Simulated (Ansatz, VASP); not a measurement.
# Hf (zigzag Hf chain) in two plane-wave programs, part 2 of 2

Aim: how closely do two programs agree when they are given the same cell, functional and k mesh? Of the first pair: The structure shown is the start of the Ansatz relaxation below; VASP solves that cell, so the two are compared at the walk's first step.

VASP 6.6.1 and Ansatz 0.2.0.

So far: Set-up; Ansatz: relaxation, r2SCAN.

## (3) VASP: single point, r2SCAN, start cell, pair 1

Level of this step: r2SCAN, zero-moment start; plane waves and PAW (Hf_pv) (VASP).

The same cell, functional, mesh and smearing now go to VASP, with its own data sets.

Lines of VASP's logs that name or quote its potential files are left out, and so is its time.

Input file INCAR:

```
SYSTEM = Hf
PREC = Accurate
ENCUT = 440
EDIFF = 1E-06
NELM = 200
ISMEAR = -1
SIGMA = 0.05
LREAL = .FALSE.
ALGO = Normal
METAGGA = R2SCAN
LASPH = .TRUE.
NBANDS = 17
ISPIN = 2
MAGMOM = 0 0
LMAXMIX = 4
LORBIT = 11
LWAVE = .FALSE.
LCHARG = .FALSE.
ISIF = 2
GGA_COMPAT = .FALSE.
LMIXTAU = .TRUE.
KPAR = 2
```

Input file POSCAR:

```
Hf
1.0
    9.0000000000      0.0000000000      0.0000000000
    0.0000000000      7.5000000000      0.0000000000
    0.0000000000      0.0000000000      5.8716010000
Hf
2
Direct
    0.4132782222      0.5000000000      1.0000000000
    0.5867217778      0.5000000000      0.5000000000
```

Input file KPOINTS:

```
Automatic mesh
0
Gamma
1 1 14
0 0 0
```

Potentials, in the order of the species: Hf_pv (PBE family, release 64).

On the command line:

```
$ mpirun -np 2 vasp_std
```

Numbers of over 12 decimals in the logs are rounded to 6 here.

The log of the run:

```text
[banner, memory and clock lines left out]
running    2 mpi-ranks, on    1 nodes
 distrk:  each k-point on    1 cores,    2 groups
 distr:  one band on    1 cores,    1 groups

 POSCAR found type information on POSCAR Hf
 POSCAR found :  1 types and       2 ions
|                                                                             |
|               ----> ADVICE to this user running VASP <----                  |
|                                                                             |
|     You enforced a specific xc type in the INCAR file but a different       |
|     [... a line on the potential file left out ...]
|     I HOPE YOU KNOW WHAT YOU ARE DOING!                                     |
|                                                                             |

 LDA part: xc-table for (None), standard interpolation
 POSCAR, INCAR and KPOINTS ok, starting setup
 FFT: planning ... GRIDC
 FFT: planning ... GRID_SOFT
 FFT: planning ... GRID
 WAVECAR not read
 entering main loop
       N       E                     dE             d eps       ncg     rms          rms(c)
DAV:   1    -0.491646039537E+02   -0.49165E+02   -0.89645E+03   784   0.702E+02
DAV:   2    -0.821475827663E+02   -0.32983E+02   -0.32482E+02   774   0.116E+02
DAV:   3    -0.862479913204E+02   -0.41004E+01   -0.38988E+01   817   0.252E+01
DAV:   4    -0.864705959109E+02   -0.22260E+00   -0.21421E+00   891   0.466E+00
DAV:   5    -0.864809037328E+02   -0.10308E-01   -0.10274E-01   944   0.708E-01    0.253E+01
DAV:   6    -0.812470728970E+02    0.52338E+01   -0.23654E+00   643   0.876E+00    0.723E+00
DAV:   7    -0.785373146243E+02    0.27098E+01   -0.13271E+00   808   0.619E+00    0.229E+00
DAV:   8    -0.800540036523E+02   -0.15167E+01   -0.15770E+00   725   0.562E+00    0.180E+00
DAV:   9    -0.791711167958E+02    0.88289E+00   -0.75921E-01   701   0.453E+00    0.212E+00
DAV:  10    -0.787020999871E+02    0.46902E+00   -0.17227E-01   723   0.211E+00    0.129E+00
DAV:  11    -0.790241570747E+02   -0.32206E+00   -0.18477E-01   745   0.173E+00    0.227E+00
DAV:  12    -0.789751206744E+02    0.49036E-01   -0.39956E-02   759   0.728E-01    0.191E+00
DAV:  13    -0.793360737369E+02   -0.36095E+00   -0.61856E-01   573   0.366E+00    0.138E+00
DAV:  14    -0.798115103780E+02   -0.47544E+00   -0.21965E-01   652   0.409E+00    0.111E+00
[...]
DAV:  91    -0.790499433630E+02   -0.27998E-04   -0.88024E-05   546   0.569E-02    0.186E-01
DAV:  92    -0.790499798299E+02   -0.36467E-04   -0.46323E-05   544   0.414E-02    0.171E-01
DAV:  93    -0.790499594947E+02    0.20335E-04   -0.75368E-05   544   0.718E-02    0.151E-01
DAV:  94    -0.790499512918E+02    0.82029E-05   -0.75708E-04   610   0.949E-02    0.737E-02
DAV:  95    -0.790499111705E+02    0.40121E-04   -0.22597E-04   552   0.676E-02    0.552E-02
DAV:  96    -0.790499317918E+02   -0.20621E-04   -0.90895E-05   552   0.487E-02    0.324E-02
DAV:  97    -0.790499264583E+02    0.53335E-05   -0.25199E-05   963   0.195E-02    0.238E-02
DAV:  98    -0.790499262591E+02    0.19924E-06   -0.52322E-06   548   0.136E-02
   1 F= -.79049926E+02 E0= -.79004820E+02  d E =-.902125E-01  mag=     0.0018
```

OUTCAR, selected parts (step 3):

```text
ion  position               nearest neighbor table
   1  0.413  0.500  0.000-   2 3.32   2 3.32
   2  0.587  0.500  0.500-   1 3.32   1 3.32

  LATTYP: Found a simple orthorhombic cell.
 ALAT       =     5.8716010000
 B/A-ratio  =     1.2773347508
 C/A-ratio  =     1.5328017009

 Subroutine GETGRP returns: Found  8 space group operations
 (whereof  4 operations were pure point group operations)

The static configuration has the point symmetry C_2v.
 The point group associated with its full space group is D_2h.

 Found      8 irreducible k-points:

   k-points           NKPTS =      8   k-points in BZ     NKDIM =      8   number of bands    NBANDS=     17

   dimension x,y,z NGX =    64 NGY =   54 NGZ =   40
   dimension x,y,z NGXF=   128 NGYF=  108 NGZF=   80

   ENCUT  =  440.0 eV  32.34 Ry    5.69 a.u.  15.39 12.83 10.04*2*pi/ulx,y,z

   NELECT =      20.0000    total number of electrons

 k-points in reciprocal lattice and weights: Automatic mesh
   0.00000000  0.00000000  0.00000000       0.071
   0.00000000  0.00000000  0.07142857       0.143
   0.00000000  0.00000000  0.14285714       0.143
   0.00000000  0.00000000  0.21428571       0.143
   0.00000000  0.00000000  0.28571429       0.143
   0.00000000  0.00000000  0.35714286       0.143
   0.00000000  0.00000000  0.42857143       0.143
   0.00000000  0.00000000  0.50000000       0.071

 average (electrostatic) potential at core
       1 -52.0893       2 -52.0893

 E-fermi :  -2.2398

 spin component 1
 k-point     1 :       0.0000    0.0000    0.0000
  band No.  band energies     occupation
    ...
      6     -35.2150      1.00000
      7      -5.6562      1.00000
      8      -2.4147      0.97063
      9      -2.3306      0.86014
     10      -2.2867      0.71868
     11      -2.0135      0.01072
     12      -1.8941      0.00099
     13      -1.6149      0.00000
     14      -1.5059      0.00000
     15      -1.3838      0.00000
    ...

 k-point     2 :       0.0000    0.0000    0.0714
  band No.  band energies     occupation
    ...
      6     -35.2170      1.00000
      7      -5.6274      1.00000
      8      -2.4492      0.98504
      9      -2.4177      0.97231
     10      -2.3198      0.83209
     11      -1.8859      0.00084
     12      -1.8809      0.00076
     13      -1.6457      0.00001
     14      -1.4869      0.00000
     15      -1.4415      0.00000
    ...

 k-point     3 :       0.0000    0.0000    0.1429
  band No.  band energies     occupation
    ...
      6     -35.2232      1.00000
      7      -5.5414      1.00000
      8      -2.6947      0.99989
      9      -2.4239      0.97544
     10      -2.3435      0.88844
     11      -1.8659      0.00056
     12      -1.7289      0.00004
     13      -1.6752      0.00001
     14      -1.5616      0.00000
     15      -1.4335      0.00000
    ...

 k-point     4 :       0.0000    0.0000    0.2143
  band No.  band energies     occupation
    ...
      6     -35.2332      1.00000
      7      -5.3997      1.00000
      8      -2.9826      1.00000
      9      -2.4264      0.97660
     10      -2.3692      0.93010
     11      -1.8657      0.00056
     12      -1.8433      0.00036
     13      -1.6640      0.00001
     14      -1.4884      0.00000
     15      -1.3553      0.00000
    ...

 k-point     5 :       0.0000    0.0000    0.2857
  band No.  band energies     occupation
    ...
      6     -35.2467      1.00000
      7      -5.2052      1.00000
      8      -3.3057      1.00000
      9      -2.4179      0.97242
     10      -2.3851      0.94817
     11      -1.9679      0.00433
     12      -1.9515      0.00312
     13      -1.6636      0.00001
     14      -1.3651      0.00000
     15      -1.2635      0.00000
    ...

 k-point     6 :       0.0000    0.0000    0.3571
  band No.  band energies     occupation
    ...
      6     -35.2631      1.00000
      7      -4.9617      1.00000
      8      -3.6532      1.00000
      9      -2.3930      0.95541
     10      -2.3800      0.94294
     11      -2.0879      0.04570
     12      -2.0762      0.03651
     13      -1.5999      0.00000
     14      -1.3326      0.00000
     15      -1.1685      0.00000
    ...

  Total       -2.1086819     -0.5508324     -9.3109834      0.0000000      0.0000000      0.0000000
  in kB       -8.5243513     -2.2267412    -37.6396716      0.0000000      0.0000000      0.0000000
  external PRESSURE =     -16.1302547 kB  Pullay stress =       0.0000000 kB

  energy-cutoff  :      440.00
  volume of cell :      396.33
      direct lattice vectors                 reciprocal lattice vectors
     9.000000000  0.000000000  0.000000000     0.111111111  0.000000000  0.000000000
     0.000000000  7.500000000  0.000000000     0.000000000  0.133333333  0.000000000
     0.000000000  0.000000000  5.871601000     0.000000000  0.000000000  0.170311300

 POSITION                                       TOTAL-FORCE (eV/Angst)
 -----------------------------------------------------------------------------------
      3.71950      3.75000      0.00000         1.357701      0.000000      0.000000
      5.28050      3.75000      2.93580        -1.357701      0.000000      0.000000
 -----------------------------------------------------------------------------------
    total drift:                                0.000000     -0.000000     -0.000000

  FREE ENERGIE OF THE ION-ELECTRON SYSTEM (eV)
  ---------------------------------------------------
  free  energy   TOTEN  =       -79.0499262591 eV

  energy  without entropy=      -78.9597137443  energy(sigma->0) =      -79.00482000

 total charge
# of ion       s       p       d       tot
------------------------------------------
    1        0.517   5.983   1.273   7.773
    2        0.517   5.983   1.273   7.773
--------------------------------------------------
tot          1.033  11.966   2.546  15.546

 magnetization (x)
# of ion       s       p       d       tot
------------------------------------------
    1        0.000  -0.000   0.001   0.001
    2        0.000  -0.000   0.001   0.001
--------------------------------------------------
tot          0.001  -0.000   0.002   0.002

[... 6 further parts left out ...]
```

## (4) Side by side

Known differences besides the potentials themselves: VASP keeps PBE cores, Ansatz makes them for the functional; the data sets hold 52 valence electrons in Ansatz (on its default PAW (the set named soft_2) files) and 20 in VASP; the cutoff is 500 eV in Ansatz and 440 eV in VASP. Total energies have different zeros and are not compared.

Forces (eV/Å; atoms numbered as in POSCAR):

```
atom        Ansatz x, y, z          VASP x, y, z
 Hf1   1.101, 0.000, 0.000   1.358, 0.000, 0.000
 Hf2  -1.101, 0.000, 0.000  -1.358, 0.000, 0.000
```

The forces differ by 148 meV/Å r.m.s., which is 18.9 % of the r.m.s. force of 0.784 eV/Å (both taken over all components). VASP's last cycles still show a density residual of 2e-03, so its state may not be settled. Moments aren't recorded for both runs of this pair, so they may hold unlike magnetic states.

## (5) Further runs

Further runs change the set-up of one program: Ansatz's method, potentials or start, or VASP's data sets, cutoff or form of LDA. The table gives that difference for each run.

```
                                                 run  r.m.s. force difference (meV/Å)
                                            as above                              148
VASP with the data sets Hf_sv and a cutoff of 580 eV                              153
```

## (6) Ansatz: relaxation, r2SCAN

This run makes the geometry at which the two programs are then compared. The cell compared in this pair holds 191.57 Å³, against 396.33 Å³ for the pair before.

The structure compared here is the end of the Ansatz relaxation.

Input file input.yaml:

```yaml
crystal:
  lattice:
    - [9.0, 0.0, 0.0]
    - [0.0, 7.5, 0.0]
    - [0.0, 0.0, 5.8716014925]
  atoms:
    - { symbol: Hf, position: [0.41327817, 0.5, 0.0], spin: 1.0 }
    - { symbol: Hf, position: [0.58672183, 0.5, 0.5], spin: 1.0 }
magnetization:
  spin_polarized: true
kpoints:
  mp_grid: { grid: [1, 1, 14] }
scf:
  occupations: { method: fermi_dirac, width: 0.05 }
hamiltonian:
  xc: r2scan
relax:
  cell: { fix: [a, b, alpha, beta, gamma] }
  max_steps: 60
```

On the command line:

```
$ ansatz run input.yaml --threads 4 --pin off --max-ram 8192MiB --backend cpu --events-out ev --progress --plain --runs-dir out
```

The log of the run:

```text
[...]
Crystal: 2 atoms, lattice volume = 396.333 Å³
Basis set: ecut = 500 eV, 10107 PW (Γ), exchange–correlation on 288×240×180 points (64 copies of the dense FFT grid, shifted against one another)
Bands: 33, of which v1, the nominal top of the filled ones, is band 26 counted from 1 (25 counted from 0)
Symmetry: 8 space group operations
[...]
0.000000       0.000000       0.007966
  P = ⅓ Tr σ = 0.3043 GPa (3.043 kbar)
--- Relaxed structure (16 steps of the walk, 15 accepted, 1 SCFs on fresh bases) ---
[...]
cell:  # Å, volume = 191.5745 Å³
    - [9.0, 0.0, 0.0]
    - [0.0, 7.5, 0.0]
    - [0.0, 0.0, 2.838141]
  atoms:
    - { symbol: Hf, position: [0.374026, 0.5, 0.0] }
    - { symbol: Hf, position: [0.625974, 0.5, 0.500000] }
[key lines of the parts left out:]
SCF converged after 11 iterations
Magnetization: 0.0002 μB (26.0001 up, 25.9999 down)
Free energy (F): -31460.151156 eV
Fermi energy:    2.022657 eV
```

## (7) VASP: single point, r2SCAN, relaxed cell, pair 2

The same cell, functional, mesh and smearing now go to VASP, with its own data sets.

Changes to INCAR since step 3:

```diff
@@ -2,3 +2,3 @@
 PREC = Accurate
-ENCUT = 440
+ENCUT = 550
 EDIFF = 1E-06
```

Input file POSCAR:

```
Hf
1.0
    9.0000000000      0.0000000000      0.0000000000
    0.0000000000      7.5000000000      0.0000000000
    0.0000000000      0.0000000000      2.8381405235
Hf
2
Direct
    0.3740260023      0.5000000000      0.0000000000
    0.6259739977      0.5000000000      0.5000000000
```

KPOINTS is that of step 3.

On the command line:

```
$ mpirun -np 2 vasp_std
```

The log of the run:

```text
[banner, memory and clock lines left out]
running    2 mpi-ranks, on    1 nodes
[...]
[... a notice as in an earlier step ...]

 LDA part: xc-table for (None), standard interpolation
 POSCAR, INCAR and KPOINTS ok, starting setup
[...]
entering main loop
       N       E                     dE             d eps       ncg     rms          rms(c)
DAV:   1    -0.320377840644E+02   -0.32038E+02   -0.10977E+04   696   0.950E+02
DAV:   2    -0.883683337785E+02   -0.56331E+02   -0.53383E+02   796   0.168E+02
DAV:   3    -0.924275273871E+02   -0.40592E+01   -0.39870E+01   749   0.319E+01
DAV:   4    -0.924940602416E+02   -0.66533E-01   -0.66246E-01   805   0.471E+00
[...]
DAV:  29    -0.843030691358E+02   -0.20599E-03   -0.14089E-04   545   0.603E-02    0.204E-03
DAV:  30    -0.843030716633E+02   -0.25275E-05   -0.41736E-06   688   0.905E-03    0.422E-03
DAV:  31    -0.843030717655E+02   -0.10218E-06   -0.30571E-07   512   0.284E-03
   1 F= -.84303072E+02 E0= -.84292754E+02  d E =-.206349E-01  mag=    -0.0001
```

Parts of OUTCAR (step 7):

```text
  Total        1.0426789     -0.2143038     -0.2027786      0.0000000      0.0000000      0.0000000
  in kB        8.7201409     -1.7922676     -1.6958799      0.0000000      0.0000000      0.0000000
  external PRESSURE =       1.7439978 kB  Pullay stress =       0.0000000 kB

 POSITION                                       TOTAL-FORCE (eV/Angst)
 -----------------------------------------------------------------------------------
      3.36623      3.75000      0.00000         0.120774      0.000000      0.000000
      5.63377      3.75000      1.41907        -0.120774      0.000000      0.000000
 -----------------------------------------------------------------------------------
    total drift:                                0.000000      0.000000      0.000000

  FREE ENERGIE OF THE ION-ELECTRON SYSTEM (eV)
  ---------------------------------------------------
  free  energy   TOTEN  =       -84.3030717655 eV

  energy  without entropy=      -84.2824368510  energy(sigma->0) =      -84.29275431

 magnetization (x)
# of ion       s       p       d       tot
------------------------------------------
    1       -0.000  -0.000  -0.000  -0.000
    2       -0.000  -0.000  -0.000  -0.000
--------------------------------------------------
tot         -0.000  -0.000  -0.000  -0.000

[... 1 part as in an earlier step ...]

[... 2 further parts left out ...]
[key lines of the parts left out:]
E-fermi :  -1.4836
```

## (8) Side by side

What differs besides the data sets and the points named for the pairs above, as far as they apply: the data sets hold 52 valence electrons in Ansatz (on its default PAW (the set named soft_2) files) and 20 in VASP; the cutoff is 500 eV in Ansatz and 550 eV in VASP; Ansatz's pressure holds a Pulay correction, VASP's none. Total energies have different zeros and are not compared.

Both answers:

```
      quantity  Ansatz  VASP  difference
pressure (GPa)    0.30  0.17       +0.13
```

Forces (eV/Å; atoms numbered as in POSCAR):

```
atom        Ansatz x, y, z          VASP x, y, z
 Hf1  -0.002, 0.000, 0.000   0.121, 0.000, 0.000
 Hf2   0.002, 0.000, 0.000  -0.121, 0.000, 0.000
```

The forces differ by 71 meV/Å r.m.s., where the r.m.s. force is 0.001 eV/Å in Ansatz and 0.070 eV/Å in VASP: the atoms lie near their places of rest in Ansatz, so a percentage would say little (all taken over all components).

## (9) What came out

| Property | Result |
| --- | --- |
| r.m.s. force difference (single point, r2SCAN, start cell, pair 1) | 19 % of the r.m.s. force |
| r.m.s. force difference (single point, r2SCAN, relaxed cell, pair 2) | 71 meV/Å |

The r.m.s. force difference is 19 % of the r.m.s. force (single point, r2SCAN, start cell, pair 1), beyond the 3 % picked in this series as the mark of a large difference. The data sets hold unlike numbers of valence electrons (52 in Ansatz and 20 in VASP), so part of the differences comes from the potentials. For single point, r2SCAN, start cell, pair 1, no further run moves any of the tabulated differences by more than a quarter of its size. What causes the difference of the single point, r2SCAN, relaxed cell, pair 2 pair stays open here. Such differences can come from data sets, numerical settings and the points named under the comparisons, not from the functional's error against experiment.

[Lines on the potential files, build, host, timing and source positions are cut from VASP's logs without a mark.]

[Logs are printed without paths, hosts, clocks, repeated set-up lines and the standing remarks that a program may print on its own settings, such as how far it seeks lower states.]

[Hosts, paths, dates, database ids (printed as entryN), source tags and the programs' standing remarks are cut or masked in the printed files.]
